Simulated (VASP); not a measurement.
Energy against volume of Be (hcp). Level of theory: vdW-DF-cx, VASP's PBE PAW potentials (set 64) (plane waves; VASP). Settings: 520 eV cut-off, 18×18×10 Γ-centred mesh, first-order Methfessel-Paxton smearing of 0.10 eV, potentials Be.

Shape and ions are relaxed at each volume.

```json
[
 {"V (Å³/atom)": "7.868", "E (eV/atom)": "-3.26861"},
 {"V (Å³/atom)": "8.111", "E (eV/atom)": "-3.27105"},
 {"V (Å³/atom)": "8.355", "E (eV/atom)": "-3.26825"},
 {"V (Å³/atom)": "8.598", "E (eV/atom)": "-3.26083"}
]
```

Question: Fit these four points and predict the energy of the run at 7.625 Å³/atom.

Answer: A cubic in V^(−2/3), the third-order Birch-Murnaghan form, passes through the four points with V0 = 8.10 Å³/atom and B0 = 115 GPa, and gives -3.2603 eV/atom there. The run gave -3.2602 eV/atom, +0.1 meV/atom from the fit; all five points give B0 = 116 GPa.

The compound is Be in the hcp structure. It was relaxed first.
